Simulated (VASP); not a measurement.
Computed with G0W0 on PBE orbitals, VASP's PBE PAW potentials (set 64) (plane waves; VASP 6.6.1).

VASP input:

File KPOINTS:
```
Automatic mesh
0
G
4 4 4
0 0 0
```

### POSCAR
```
KI
1
    0.0000000000     3.5350000000     3.5350000000
    3.5350000000     0.0000000000     3.5350000000
    3.5350000000     3.5350000000     0.0000000000
K I
1 1
Direct
  0.0000000000   0.0000000000   0.0000000000
  0.5000000000   0.5000000000   0.5000000000
```

INCAR:
```
SYSTEM = KI
PREC = Normal
ENCUT = 500
ALGO = EVGW0
LREAL = .FALSE.
LASPH = .TRUE.
ISMEAR = 0
SIGMA = 0.01
GGA = PE
LWAVE = .FALSE.
LCHARG = .FALSE.
NELMGW = 1
NBANDS = 64
NOMEGA = 64
ENCUTGW = 150
NBANDSGW = 16
LSPECTRALGW = .TRUE.
```

POTCAR, in this order: K_sv_GW I_GW (PBE.64 set). Program: vasp_std. Read from the step before: WAVECAR, WAVEDER.

The run wrote:

**OUTCAR**
```
 ion  position               nearest neighbor table
   1  0.000  0.000  0.000-   2 3.54   2 3.54   2 3.54   2 3.54   2 3.54   2 3.54
   2  0.500  0.500  0.500-   1 3.54   1 3.54   1 3.54   1 3.54   1 3.54   1 3.54
  LATTYP: Found a face centered cubic cell.
 ALAT       =     7.0700000000
 Subroutine PRICEL returns:
 Original cell was already a primitive cell.
 Subroutine GETGRP returns: Found 48 space group operations
The static configuration has the point symmetry O_h .
The dynamic configuration has the point symmetry O_h .
 Subroutine INISYM returns: Found 48 space group operations
 Subroutine IBZKPT returns following result:
 Found      8 irreducible k-points:

 Following reciprocal coordinates:
            Coordinates               Weight
  0.000000  0.000000  0.000000      1.000000
  0.250000  0.000000  0.000000      8.000000
  0.500000  0.000000  0.000000      4.000000
  0.250000  0.250000  0.000000      6.000000
  0.500000  0.250000  0.000000     24.000000
 -0.250000  0.250000  0.000000     12.000000
  0.500000  0.500000  0.000000      3.000000
 -0.250000  0.500000  0.250000      6.000000
 Subroutine IBZKPT_HF returns following result:
...
```

OSZICAR:
```
energies w=
    0.000    0.000    0.740    0.000    1.478    0.000    2.213    0.000
    2.943    0.000    3.667    0.000    4.384    0.000    5.093    0.000
    5.793    0.000    6.483    0.000    7.165    0.000    7.836    0.000
    8.499    0.000    9.153    0.000    9.798    0.000   10.436    0.000
   11.068    0.000   11.693    0.000   12.314    0.000   12.931    0.000
   13.546    0.000   14.159    0.000   14.773    0.000   15.388    0.000
   16.006    0.000   16.628    0.000   17.257    0.000   17.894    0.000
   18.541    0.000   19.200    0.000   19.872    0.000   20.562    0.000
   21.270    0.000   22.001    0.000   22.758    0.000   23.543    0.000
   24.361    0.000   25.217    0.000   26.116    0.000   27.064    0.000
   28.067    0.000   29.135    0.000   30.276    0.000   31.500    0.000
   32.823    0.000   34.258    0.000   35.824    0.000   37.546    0.000
   39.450    0.000   41.571    0.000   43.953    0.000   46.652    0.000
   49.740    0.000   53.310    0.000   57.491    0.000   62.455    0.000
   68.448    0.000   75.826    0.000   85.129    0.000   97.213    0.000
  113.529    0.000  136.736    0.000  172.302    0.000  233.536    0.000
NQ=   1    0.0000    0.0000    0.0000,
 performed         73000 updates of chi_q(r,r)
NQ=   2    0.2500    0.0000    0.0000,
 performed        220000 updates of chi_q(r,r)
NQ=   3    0.5000    0.0000    0.0000,
 performed        330000 updates of chi_q(r,r)
NQ=   4    0.2500    0.2500    0.0000,
 performed        463000 updates of chi_q(r,r)
NQ=   5    0.5000    0.2500    0.0000,
 performed        643000 updates of chi_q(r,r)
NQ=   6   -0.2500    0.2500    0.0000,
 performed        802000 updates of chi_q(r,r)
NQ=   7    0.5000    0.5000    0.0000,
 performed        904000 updates of chi_q(r,r)
NQ=   8   -0.2500    0.5000    0.2500,
 performed       1039000 updates of chi_q(r,r)
 resolving degeneracies of screened two electron integrals
```

### OUTCAR
```


 k-point   1 :       0.0000    0.0000    0.0000
  band No.  KS-energies  QP-energies   sigma(KS)   V_xc(KS)     V^pw_x(r,r')   Z            occupation Imag(sigma)

      1     -27.9955     -29.4467     -20.9267     -18.5273     -30.7437       0.6048       2.0000       0.6289
      2     -11.4829     -14.1430     -21.1577     -17.7834     -24.6264       0.7883       2.0000       0.1332
      3     -11.4829     -14.1430     -21.1577     -17.7834     -24.6264       0.7883       2.0000       0.1332
      4     -11.4829     -14.1430     -21.1577     -17.7834     -24.6264       0.7883       2.0000       0.1332
      5      -9.9954     -11.1101     -13.5194     -12.1068     -18.9690       0.7891       2.0000       1.4048
      6       0.5037      -0.7267     -12.6340     -11.0863     -14.2204       0.7950       2.0000       0.0789
      7       0.5037      -0.7267     -12.6340     -11.0863     -14.2204       0.7950       2.0000       0.0789
      8       0.5037      -0.7267     -12.6340     -11.0863     -14.2204       0.7950       2.0000       0.0789
      9       4.4561       5.1773      -5.5592      -6.4194      -2.9110       0.8384       0.0000      -0.0709
     10       7.0100       8.3144      -6.0865      -7.6655      -3.3218       0.8261       0.0000      -0.0831
     11       7.0100       8.3144      -6.0865      -7.6655      -3.3218       0.8261       0.0000      -0.0831
     12       7.0100       8.3144      -6.0865      -7.6655      -3.3218       0.8261       0.0000      -0.0831
     13       7.7282       9.5264      -7.1299      -9.3150      -4.3552       0.8229       0.0000      -0.0822
     14       7.7282       9.5264      -7.1299      -9.3150      -4.3552       0.8229       0.0000      -0.0822
     15      10.2870      10.5557      -4.2266      -4.5660      -0.8963       0.7915       0.0000      -0.1833
     16      13.1833      14.0748      -6.2426      -7.3865      -2.4265       0.7793       0.0000      -0.3007

 k-point   2 :       0.2500    0.0000    0.0000
  band No.  KS-energies  QP-energies   sigma(KS)   V_xc(KS)     V^pw_x(r,r')   Z            occupation Imag(sigma)

      1     -27.9945     -29.4473     -20.9272     -18.5295     -30.7455       0.6059       2.0000       0.6285
      2     -11.5605     -14.1027     -20.7016     -17.3968     -24.3009       0.7692       2.0000       0.1953
      3     -11.4840     -14.1405     -21.1540     -17.7806     -24.6216       0.7875       2.0000       0.1317
      4     -11.4840     -14.1405     -21.1540     -17.7806     -24.6216       0.7875       2.0000       0.1317
      5      -9.8542     -11.0086     -14.0021     -12.5669     -19.3168       0.8044       2.0000       1.3293
      6      -0.2527      -1.6218     -11.8546     -10.1216     -13.4740       0.7900       2.0000       0.0891
      7       0.3284      -0.9281     -12.4687     -10.8869     -14.0699       0.7944       2.0000       0.0811
      8       0.3284      -0.9281     -12.4687     -10.8869     -14.0699       0.7944       2.0000       0.0811
      9       5.5496       6.3374      -5.8538      -6.8007      -3.1708       0.8319       0.0000      -0.0762
     10       7.0789       8.1806      -6.1023      -7.4437      -3.3072       0.8213       0.0000      -0.0890
     11       7.6167       8.9954      -6.2585      -7.9323      -3.4165       0.8237       0.0000      -0.0892
     12       7.6167       8.9954      -6.2585      -7.9323      -3.4165       0.8237       0.0000      -0.0892
     13       8.4195      10.2006      -7.2320      -9.4097      -4.3500       0.8179       0.0000      -0.0917
     14       8.4195      10.2006      -7.2320      -9.4097      -4.3500       0.8179       0.0000      -0.0917
     15      10.7686      12.4502      -6.9251      -9.0393      -3.5701       0.7954       0.0000      -0.1489
     16      11.5343      13.6221      -7.6752     -10.3179      -4.3117       0.7901       0.0000      -0.1613

 k-point   3 :       0.5000    0.0000    0.0000
  band No.  KS-energies  QP-energies   sigma(KS)   V_xc(KS)     V^pw_x(r,r')   Z            occupation Imag(sigma)

      1     -27.9935     -29.4466     -20.9277     -18.5317     -30.7474       0.6065       2.0000       0.6282
      2     -11.6281     -14.0896     -20.3795     -17.1219     -24.0721       0.7556       2.0000       0.2367
      3     -11.4852     -14.1361     -21.1503     -17.7779     -24.6169       0.7860       2.0000       0.1301
      4     -11.4852     -14.1361     -21.1503     -17.7779     -24.6169       0.7860       2.0000       0.1301
      5      -9.7204     -10.8986     -14.3513     -12.9227     -19.5720       0.8248       2.0000       1.2700
      6      -0.8103      -2.2924     -11.5261      -9.6339     -13.2599       0.7833       2.0000       0.1028
      7       0.1693      -1.1088     -12.3398     -10.7235     -13.9622       0.7907       2.0000       0.0835
      8       0.1693      -1.1088     -12.3398     -10.7235     -13.9622       0.7907       2.0000       0.0835
      9       6.0184       6.6932      -5.4494      -6.2603      -2.7797       0.8322       0.0000      -0.0781
     10       8.2057       9.5662      -6.7096      -8.3939      -3.7010       0.8078       0.0000      -0.1137
     11       8.6549       9.6308      -6.1315      -7.3248      -3.2189       0.8179       0.0000      -0.0961
     12       8.6549       9.6308      -6.1315      -7.3248      -3.2189       0.8179       0.0000      -0.0961
     13       9.1872      11.2818      -7.2553      -9.8547      -4.1263       0.8058       0.0000      -0.1168
     14       9.1872      11.2818      -7.2553      -9.8547      -4.1263       0.8058       0.0000      -0.1168
     15       9.8098      11.2468      -6.8727      -8.6697      -3.5014       0.7997       0.0000      -0.1363
     16      10.5750      13.4729      -8.8856     -12.5169      -5.6951       0.7980       0.0000      -0.1253

 k-point   4 :       0.2500    0.2500    0.0000
  band No.  KS-energies  QP-energies   sigma(KS)   V_xc(KS)     V^pw_x(r,r')   Z            occupation Imag(sigma)

      1     -27.9942     -29.4485     -20.9275     -18.5302     -30.7461       0.6066       2.0000       0.6288
      2     -11.5396     -14.1084     -20.8288     -17.5029     -24.3871       0.7724       2.0000       0.1751
      3     -11.4919     -14.1452     -21.1367     -17.7596     -24.6062       0.7857       2.0000       0.1351
      4     -11.4919     -14.1452     -21.1367     -17.7596     -24.6062       0.7857       2.0000       0.1351
      5      -9.8644     -11.0015     -13.8797     -12.4684     -19.2275       0.8057       2.0000       1.3511
      6      -0.2756      -1.6469     -11.8816     -10.1436     -13.5233       0.7890       2.0000       0.0902
      7       0.2990      -0.9772     -12.4884     -10.8798     -14.0980       0.7934       2.0000       0.0813
      8       0.2990      -0.9772     -12.4884     -10.8798     -14.0980       0.7934       2.0000       0.0813
      9       5.7852       6.6988      -6.0799      -7.1811      -3.3520       0.8297       0.0000      -0.0775
     10       6.0363       7.0225      -5.5714      -6.7551      -2.9031       0.8331       0.0000      -0.0778
     11       8.1122      10.0456      -7.3371      -9.6930      -4.5113       0.8206       0.0000      -0.0856
     12       8.3941       9.9319      -6.5644      -8.4501      -3.6131       0.8155       0.0000      -0.1006
     13       8.3941       9.9319      -6.5644      -8.4501      -3.6131       0.8155       0.0000      -0.1006
     14       8.6124       9.7163      -6.5072      -7.8663      -3.5373       0.8122       0.0000      -0.1031
     15      10.6100      13.1214      -8.3344     -11.4819      -5.0649       0.7979       0.0000      -0.1313
     16      11.3669      13.3139      -7.3182      -9.7637      -4.0435       0.7961       0.0000      -0.1553

 k-point   5 :       0.5000    0.2500    0.0000
  band No.  KS-energies  QP-energies   sigma(KS)   V_xc(KS)     V^pw_x(r,r')   Z            occupation Imag(sigma)

      1     -27.9932     -29.4559     -20.9281     -18.5324     -30.7478       0.6105       2.0000       0.6288
      2     -11.5718     -14.1229     -20.7039     -17.3882     -24.2940       0.7694       2.0000       0.1923
      3     -11.5015     -14.1475     -21.1095     -17.7312     -24.5800       0.7832       2.0000       0.1359
      4     -11.4932     -14.1430     -21.1329     -17.7565     -24.6014       0.7848       2.0000       0.1335
      5      -9.7848     -10.9368     -14.0150     -12.6258     -19.3253       0.8293       2.0000       1.3291
      6      -0.5229      -1.9627     -11.7987      -9.9702     -13.4997       0.7874       2.0000       0.0956
      7      -0.0364      -1.3731     -12.1943     -10.5010     -13.8388       0.7895       2.0000       0.0865
      8       0.1531      -1.1428     -12.3814     -10.7419     -14.0129       0.7905       2.0000       0.0837
      9       6.1698       7.0742      -5.6466      -6.7352      -2.9625       0.8308       0.0000      -0.0790
     10       7.2078       8.2591      -6.3276      -7.6090      -3.4633       0.8204       0.0000      -0.0901
     11       7.8314       8.8418      -6.1260      -7.3596      -3.2120       0.8191       0.0000      -0.0946
     12       8.7600      10.4920      -7.1695      -9.2927      -4.2458       0.8157       0.0000      -0.0944
     13       9.2111      11.1239      -7.1578      -9.5345      -4.0462       0.8048       0.0000      -0.1187
     14       9.5546      11.8254      -7.4852     -10.3061      -4.3487       0.8050       0.0000      -0.1193
     15      10.2570      12.6921      -8.0940     -11.1366      -4.9604       0.8003       0.0000      -0.1231
     16      10.5484      12.1634      -7.0275      -9.0493      -3.8349       0.7988       0.0000      -0.1389

 k-point   6 :      -0.2500    0.2500    0.0000
  band No.  KS-energies  QP-energies   sigma(KS)   V_xc(KS)     V^pw_x(r,r')   Z            occupation Imag(sigma)

      1     -27.9935     -29.4501     -20.9278     -18.5317     -30.7473       0.6079       2.0000       0.6286
      2     -11.5835     -14.0955     -20.5963     -17.3066     -24.2243       0.7636       2.0000       0.2070
      3     -11.5030     -14.1473     -21.1093     -17.7288     -24.5801       0.7822       2.0000       0.1376
      4     -11.4853     -14.1342     -21.1502     -17.7775     -24.6168       0.7854       2.0000       0.1301
      5      -9.7740     -10.9426     -14.1374     -12.7254     -19.4155       0.8277       2.0000       1.3077
...
```
(Selected blocks of OUTCAR.)

The mesh is coarse and the basis finite, so the quasiparticle values are not converged.

The compound is KI in the rock salt structure. The cell was not relaxed at this level.
